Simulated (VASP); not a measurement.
Be3CdSe4:

```xyz
8
Lattice="4.7736 0.0000 0.0000 -2.3868 4.1341 0.0000 0.0000 0.0000 9.2143" Properties=species:S:1:pos:R:3 pbc="T T T"
Be    2.3868    1.3780    4.6072
Be    2.3868    1.3780    7.2227
Be    2.3868    1.3780    1.9916
Cd    0.0000    0.0000    0.0000
Se    0.0000    2.7561    0.0000
Se    0.0000    0.0000    6.0499
Se    0.0000    0.0000    3.1645
Se    0.0000    2.7561    4.6072
```

The cell was built by a generator and needn't be a form met in nature.

* Program: VASP 6.6.1
* Task: relaxation of cell and atoms
* Functional: PBE
* Potentials or basis: VASP PAW PBE potentials, release 64 (Be, Cd, Se)
* Cutoff: 520 eV
* k mesh: 4 × 4 × 2
* Occupations: gaussian, width 0.15 eV
* Spin: no spin polarisation

At the start: pressure -7.9 GPa; volume 22.73 Å³/atom.

Problem. How do energy, volume and symmetry change on relaxing?

Solution. Over 17 steps the energy falls by 868.7 meV/atom and the volume is 24.84 Å³/atom (+9.3 %); space group P-6m2 (No. 187, to 0.05 Å).

The path:
```csv
step,energy change (eV),largest force (eV/Å),pressure (GPa),volume (Å³)
1,0.0000,1.6418,-7.94,181.84
2,-1.4612,2.2205,-0.98,153.64
3,-1.6007,2.3722,3.48,144.55
4,-2.5194,1.7257,5.13,142.85
5,-3.5981,1.0966,16.81,136.47
6,-3.9208,1.1844,15.57,139.03
7,-4.6625,1.4959,12.74,146.59
8,-5.0269,2.7127,9.26,161.32
9,-5.5372,2.0994,6.03,166.97
10,-6.1952,1.0021,-0.57,182.55
11,-6.2297,0.8051,-1.72,186.60
12,-6.4585,0.6603,-1.02,185.94
13,-6.7953,0.2943,2.66,183.48
14,-6.7959,0.2721,2.96,183.24
15,-6.9059,0.1365,1.51,190.21
16,-6.9405,0.0494,-0.70,202.34
17,-6.9497,0.0235,-0.24,198.73
```

Final structure:
```
CELL_PARAMETERS angstrom
3.98415 0.00000 0.00000
-1.99207 3.45037 0.00000
0.00000 0.00000 14.45646
ATOMIC_POSITIONS crystal
Be 0.66667 0.33333 0.50000
Be 0.66667 0.33333 0.74995
Be 0.66667 0.33333 0.25005
Cd 0.00000 0.00000 0.00000
Se 0.33333 0.66667 0.00000
Se 0.00000 0.00000 0.74951
Se 0.00000 0.00000 0.25049
Se 0.33333 0.66667 0.50000
```
